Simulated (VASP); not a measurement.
WBrCl3O:

```xyz
6
Lattice="3.8771 0.0000 0.0000 1.9287 6.5110 0.0000 1.9340 0.0741 6.5660" Properties=species:S:1:pos:R:3 pbc="T T T"
W     3.9914    6.5706    6.5425
Br    4.1544    1.2827    2.0888
Cl    4.1435    5.3508    4.5651
Cl    2.2029    4.5230    1.1959
Cl    2.2070    2.0384    5.3264
O     6.0327    6.5748    6.5452
```

The cell comes from a database or a generator and needn't be the stable form of this composition.

| Property | Result |
| --- | --- |
| Program | VASP 6.6.1 |
| Task | single point |
| Functional | PBE |
| Potentials or basis | VASP PAW PBE potentials, release 64 (W_sv, Br, Cl, O) |
| Cutoff | 520 eV |
| k mesh | 8 × 4 × 4 |
| Occupations | fermi-dirac, width 0.05 eV |
| Spin | no spin polarisation |

On this cell: pressure -1.4 GPa; largest force 0.777 eV/Å; band gap on the k mesh 1.54 eV, indirect (least direct gap 1.59 eV).

The same run follows on a disturbed copy (atoms moved at random, drawn with an rms of 0.05 Å):

```xyz
6
Lattice="3.8771 0.0000 0.0000 1.9287 6.5110 0.0000 1.9340 0.0741 6.5660" Properties=species:S:1:pos:R:3 pbc="T T T"
W     3.9602    6.5396    6.5045
Br    4.0893    1.2858    2.1017
Cl    4.2015    5.3943    4.6025
Cl    2.2523    4.4405    1.1588
Cl    2.2276    2.0525    5.2988
O     6.0510    6.5685    6.5367
```

**Question.** What does the disturbed cell give?

**Answer.** The energy moves by +14.5 meV/atom; pressure -1.0 GPa; largest force 1.603 eV/Å; band gap on the k mesh 1.35 eV, indirect (least direct gap 1.38 eV).

Forces in eV/Å, atoms in the order of the input:
```
W   -0.213  0.795  1.375
Br   0.163 -0.446 -0.587
Cl   0.016 -0.465 -0.789
Cl  -0.085  0.849 -0.365
Cl  -0.005 -0.613  0.426
O    0.124 -0.119 -0.060
```

Stress tensor (GPa, compression positive):
```
-0.03  0.31  0.23
 0.31 -2.48  1.63
 0.23  1.63 -0.35
```

Caveats: spin-orbit coupling is left out, which moves the levels of the heavy elements.

A k mesh can miss the band edges.
